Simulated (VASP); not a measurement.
A VASP calculation is set up with these files.

INCAR:
```
SYSTEM = ZrC
PREC = Accurate
ENCUT = 520
EDIFF = 1E-6
NELM = 60
ALGO = Normal
LREAL = .FALSE.
LASPH = .TRUE.
ISMEAR = 1
SIGMA = 0.1
GGA = PE
LMAXMIX = 4
LWAVE = .FALSE.
LCHARG = .FALSE.
ISIF = 2
IMIX = 1
AMIX = 1.9
BMIX = 0.0001
```

**KPOINTS**
```
Automatic mesh
0
Gamma
10 10 10
0 0 0
```

POSCAR:
```
ZrC
1
    0.0000000000     2.3970000000     2.3970000000
    2.3970000000     0.0000000000     2.3970000000
    2.3970000000     2.3970000000     0.0000000000
Zr C
1 1
Direct
  0.0000000000   0.0000000000   0.0000000000
  0.5000000000   0.5000000000   0.5000000000
```

POTCAR, in this order: Zr_sv C (PBE.64 set). Program: vasp_std.

Output

File standard output:
```
 POSCAR found type information on POSCAR ZrC
 POSCAR found :  2 types and       2 ions
 Reading from existing POTCAR
 Reading from existing POTCAR
 LDA part: xc-table for (Slater+PW92), standard interpolation
 POSCAR, INCAR and KPOINTS ok, starting setup
 WAVECAR not read
 entering main loop
       N       E                     dE             d eps       ncg     rms          rms(c)
DAV:   1     0.110748155471E+03    0.11075E+03   -0.89647E+03  1128   0.134E+03
DAV:   2    -0.169063002595E+02   -0.12765E+03   -0.11977E+03  1316   0.330E+02
DAV:   3    -0.227064900919E+02   -0.58002E+01   -0.56918E+01  1612   0.642E+01
DAV:   4    -0.229648737223E+02   -0.25838E+00   -0.25823E+00  1536   0.126E+01
DAV:   5    -0.229690062120E+02   -0.41325E-02   -0.41321E-02  1552   0.163E+00    0.189E+01
DAV:   6    -0.120517607355E+03   -0.97549E+02   -0.56316E+02  1376   0.164E+02    0.566E+01
DAV:   7    -0.135030097647E+04   -0.12298E+04   -0.11382E+04  2072   0.665E+02    0.153E+02
DAV:   8    -0.688383763985E+04   -0.55335E+04   -0.57112E+04  2020   0.144E+03    0.159E+03
DAV:   9    -0.137980828380E+05   -0.69142E+04   -0.78033E+04  2168   0.167E+03    0.296E+03
DAV:  10    -0.232152550556E+05   -0.94172E+04   -0.11866E+05  2256   0.210E+03    0.504E+03
DAV:  11    -0.329986917641E+05   -0.97834E+04   -0.13470E+05  2248   0.242E+03    0.689E+03
DAV:  12    -0.444848998037E+05   -0.11486E+05   -0.17594E+05  2248   0.302E+03    0.937E+03
DAV:  13    -0.556941535772E+05   -0.11209E+05   -0.18481E+05  2208   0.295E+03    0.116E+04
DAV:  14    -0.678218935900E+05   -0.12128E+05   -0.22475E+05  2256   0.380E+03    0.140E+04

 -----------------------------------------------------------------------------
|                                                                             |
|     EEEEEEE  RRRRRR   RRRRRR   OOOOOOO  RRRRRR      ###     ###     ###     |
|     E        R     R  R     R  O     O  R     R     ###     ###     ###     |
|     E        R     R  R     R  O     O  R     R     ###     ###     ###     |
|     EEEEE    RRRRRR   RRRRRR   O     O  RRRRRR       #       #       #      |
|     E        R   R    R   R    O     O  R   R                               |
|     E        R    R   R    R   O     O  R    R      ###     ###     ###     |
|     EEEEEEE  R     R  R     R  OOOOOOO  R     R     ###     ###     ###     |
|                                                                             |
|     ERROR FEXCP: supplied Exchange-correletion table                        |
|      is too small, maximal index : 3944                                     |
|                                                                             |
|       ---->  I REFUSE TO CONTINUE WITH THIS SICK JOB ... BYE!!! <----       |
|                                                                             |
 -----------------------------------------------------------------------------
```

Read the log: what went wrong, and how is it fixed?

The cause: simple mixing (IMIX = 1) with AMIX above 1 overshoots. VASP stops with an error: ERROR FEXCP: supplied Exchange-correletion table is too small, maximal index : 3944 ----> I REFUSE TO CONTINUE WITH THIS SICK JOB ... BYE!!! <---- To mend it, remove IMIX, remove AMIX, remove BMIX.

The mended run (PBE GGA, plane waves, VASP's PBE PAW potentials (set 64)) converges, and its OSZICAR ends with
```
   1 F= -.19411900E+02 E0= -.19411929E+02  d E =0.848763E-04
```

The compound is ZrC in the rock salt structure. The cell was not relaxed at this level.
